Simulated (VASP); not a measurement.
Data:

```
CELL_PARAMETERS angstrom
      0.00000     3.79055     3.79055
      3.79055     0.00000     3.79055
      3.79055     3.79055     0.00000
ATOMIC_POSITIONS crystal
  Zr 0.75000 0.75000 0.75000
  Zr 0.50000 0.50000 0.50000
  W  0.12500 0.62500 0.12500
  W  0.12500 0.12500 0.12500
  W  0.62500 0.12500 0.12500
  W  0.12500 0.12500 0.62500
```

All values below come from PBEsol GGA with spin-orbit coupling, VASP's PBE PAW potentials (set 64) (plane waves; VASP 6.6.1). Numerical set-up: 400 eV cut-off, 6×6×6 Γ-centred mesh, Gaussian smearing of 0.050 eV, potentials Zr_sv W_sv.

Q: Give the energies of bands 71 to 84 at the high-symmetry points, in eV from the Fermi level.

A: 
```csv
band,Γ,X,U,L,W
71,-0.69,-1.41,-1.51,-1.30,-1.71
72,-0.69,-1.41,-1.51,-1.30,-1.71
73,0.15,-1.38,-1.34,-1.30,-0.97
74,0.15,-1.38,-1.34,-1.30,-0.97
75,0.26,-1.38,-1.24,-1.13,-0.87
76,0.26,-1.38,-1.24,-1.13,-0.87
77,0.26,-1.15,-0.81,-1.00,-0.83
78,0.26,-1.15,-0.81,-1.00,-0.83
79,0.95,-1.15,-0.58,-0.69,-0.65
80,0.95,-1.15,-0.58,-0.69,-0.65
81,0.95,-0.35,-0.21,1.36,-0.25
82,0.95,-0.35,-0.21,1.36,-0.25
83,1.34,-0.35,0.27,1.37,-0.11
84,1.34,-0.35,0.27,1.37,-0.11
```

It has no gap at this level: it comes out as a metal or semimetal.

The structure comes from a computed database's ZrW2 entry (Fd-3m); how it stands against other phases isn't given here. It was relaxed first.
